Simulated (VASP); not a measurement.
Given:

```xyz
7
Lattice="2.0346 1.1747 8.5470 -2.0346 1.1747 8.5470 0.0000 -2.3493 8.5470" Properties=species:S:1:pos:R:3 pbc="T T T"
K      0.0000    -2.3493     8.5470
Cu     0.0000     0.0000    21.9086
Cu     0.0000     0.0000     3.7324
Cu     0.0000     0.0000    14.1783
Cu     0.0000     0.0000    11.4628
As     0.0000     0.0000    19.4536
As     0.0000     0.0000     6.1874
```

All values below come from PBEsol GGA, VASP's PBE PAW potentials (set 64) (plane waves; VASP). Settings: 400 eV cut-off, 10×10×10 Γ-centred mesh, tetrahedra with Blöchl corrections, potentials K_sv Cu As.

Question: The job: Cu₄KAs₂ (space group R-3m), 7 atoms, PBEsol, static run, 400 eV, 10×10×10 Γ-centred mesh. Roughly how much core time does it take on a busy server core?

Answer: About 30 core-minutes (one run on a shared machine, a rough figure). It had 116 irreducible k-points, 37 bands, up to 2259 plane waves and 24 electronic steps.

The structure comes from a computed database's Cu4KAs2 entry (R-3m); how it stands against other phases isn't given here. It was relaxed first.
